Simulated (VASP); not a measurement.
These are PBE GGA with D3 dispersion (Becke-Johnson damping), VASP's PBE PAW potentials (set 64) (plane waves; VASP 6.6.1) values and carry that method's errors.

VASP ran on this input.

File POSCAR:
```
Si
1
    0.0000000000     2.7154700000     2.7154700000
    2.7154700000     0.0000000000     2.7154700000
    2.7154700000     2.7154700000     0.0000000000
Si
2
Direct
  0.0000000000   0.0000000000   0.0000000000
  0.2500000000   0.2500000000   0.2500000000
```

**INCAR**
```
! general
SYSTEM=Si
PREC  =Accurate
ENCUT =400
LREAL =.FALSE.
LASPH =.TRUE.

! electronic loop
EDIFF =1E-6
NELM  =100
ALGO  =Normal

! smearing
ISMEAR=1
SIGMA =0.1

! functional
GGA   =PE
IVDW  =12

! ions
IBRION=2
NSW   =60
ISIF  =3
EDIFFG=-0.01

! output
LWAVE =.FALSE.
LCHARG=.FALSE.
```

KPOINTS:
```
Automatic mesh
0
Gamma
11 11 11
0 0 0
```

POTCAR, in this order: Si (PBE.64 set). Program: vasp_std.

What does the run give for the energy per atom (σ→0), dispersion energy, volume per atom?

```json
{
  "energy per atom (σ→0)": "-5.737 eV/atom",
  "dispersion_energy": "-0.632 eV",
  "volume_per_atom": "19.90 Å³/atom"
}
```

OSZICAR:
```
...
DAV:   4    -0.108382983090E+02   -0.70165E-06   -0.41864E-06  1256   0.185E-02
   2 F= -.11472860E+02 E0= -.11472871E+02  d E =-.274838E-03
       N       E                     dE             d eps       ncg     rms          rms(c)
DAV:   1    -0.108409523524E+02   -0.26547E-02   -0.30605E-03  1056   0.317E-01    0.500E-02
DAV:   2    -0.108408985932E+02    0.53759E-04   -0.44328E-05  1216   0.461E-02    0.306E-02
DAV:   3    -0.108408685299E+02    0.30063E-04   -0.57041E-05  1048   0.384E-02    0.109E-02
DAV:   4    -0.108408683499E+02    0.18006E-06   -0.55382E-07   704   0.697E-03
   3 F= -.11473032E+02 E0= -.11473043E+02  d E =-.446528E-03
```

The structure comes from a measured Si entry (Fd-3m) of the Crystallography Open Database, whose conditions weren't checked. This run relaxes it. Symmetry was kept, so distortions that lower it aren't found.
